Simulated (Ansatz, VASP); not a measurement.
**SiAs3: VASP beside Ansatz**

```xyz
8
Lattice="3.7709 2.1771 3.2049 -3.7709 2.1771 3.2049 0.0000 -4.3543 3.2049" Properties=species:S:1:pos:R:3 pbc="T T T"
Si    0.0000    0.0000    2.5129
Si    0.0000    0.0000    7.1017
As    1.8818   -1.0865    5.7632
As    0.0000    2.1729    5.7632
As   -1.8818   -1.0865    5.7632
As   -1.8818    1.0865    3.8514
As    1.8818    1.0865    3.8514
As    0.0000   -2.1729    3.8514
```

Change from the starting cell: species swapped into the SnP3 type (R-3m, No. 166).

Alike in both runs: functional PBE; k mesh 3 × 3 × 3; occupations gaussian, width 0.1 eV; no spin polarisation.

Ansatz relaxed the structure, and its values are those at the end. VASP's run is a single point on that final structure, the one shown.

|  | VASP | Ansatz |
| --- | --- | --- |
| version | VASP 6.6.1 | Ansatz 0.2.0 |
| potentials or method | VASP PAW PBE potentials, release 64 (Si, As) | scalar-relativistic, plane waves, PAW |
| plane-wave cutoff (eV) | 520 | 420 |
| valence electrons in the cell | 38 | 98 |

VASP gave:

- gap on the k mesh at the Fermi level (eV): none
- pressure (GPa): 0.2
- rms of the force components (eV/Å): 0.013

Task: What did Ansatz give for the same quantities?

Result: gap on the k mesh at the Fermi level (eV): none; pressure (GPa): 0.0; rms of the force components (eV/Å): 0.004.

A gap of «none» marks a metal or a gap that the smearing closes. The two sets of potentials don't hold the same shells in valence.

Caveats: the k mesh is coarse (spacing up to 0.39 Å⁻¹), so the values aren't converged.
